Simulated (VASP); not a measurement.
Input:

```
CuZn
1.0
    2.95000     0.00000     0.00000
    0.00000     2.95000     0.00000
    0.00000     0.00000     2.95000
Zn Cu
1 1
Cartesian
  1.47500   1.47500   1.47500
  0.00000   0.00000   0.00000
```

The numbers are results of optB86b-vdW, VASP's PBE PAW potentials (set 64) (plane waves; VASP), not measurements. Run with 520 eV cut-off, 11×11×11 Γ-centred mesh, first-order Methfessel-Paxton smearing of 0.10 eV, potentials Zn Cu.

Question: The ions, cell shape and volume are relaxed. What does this cell relax into?

Answer: 
```
CuZn
1.0
    2.93921     0.00000     0.00000
    0.00000     2.93921     0.00000
    0.00000     0.00000     2.93921
Zn Cu
1 1
Cartesian
  1.46960   1.46960   1.46960
  0.00000   0.00000   0.00000
```
Space group Pm-3m (221), at a tolerance of 0.03 Å.

Question: How do energy and volume change from the first to the last step?

Answer: The energy (σ→0) changes by -0.6 meV/atom and the volume by -1.1 %, in 3 ionic steps.

| step | E(σ→0) (eV) | max force (eV/Å) | pressure (GPa) | volume (Å³) |
|---|---|---|---|---|
| 1 | 0.7973 | 0.000 | -1.37 | 25.67 |
| 2 | 0.7963 | 0.000 | 0.63 | 25.27 |
| 3 | 0.7961 | 0.000 | 0.08 | 25.39 |

The compound is CuZn in the CsCl type structure. This run relaxes it. Symmetry was kept, so distortions that lower it aren't found. The electron count is odd and the run is not spin-polarised, which forces a metal.
